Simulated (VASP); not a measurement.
The system is GaAs.

```
Ga As
1.0
     0.00000    2.81943    2.84063
     2.81943    0.00000    2.84063
     2.81943    2.81943    0.00000
Ga As
1 1
Direct
  0.00000 0.00000 0.00000
  0.25000 0.25000 0.25000
```

The cell was built by a generator and isn't the measured one.

Program: VASP 6.6.1. Alike in all runs: task single point; spin non-collinear, zero start, SOC; cell as given; k mesh 8 × 8 × 8; cutoff (eV) 520; smearing gaussian 0.02 eV.

Task: Order these runs on this cell by their pressure, lowest first.
A. level PBE; potentials or basis VASP PAW PBE potentials, release 64 (Ga_d, As)
B. level LDA; potentials or basis VASP PAW LDA potentials, release 64 (Ga_d, As)
C. level r2SCAN; potentials or basis VASP PAW PBE potentials, release 64 (Ga_d, As)

Result: B (-1.6 GPa), C (0.6 GPa), A (3.5 GPa).

Caveats: the PAW data sets were made with another functional, which shifts forces and pressure a little (some runs).
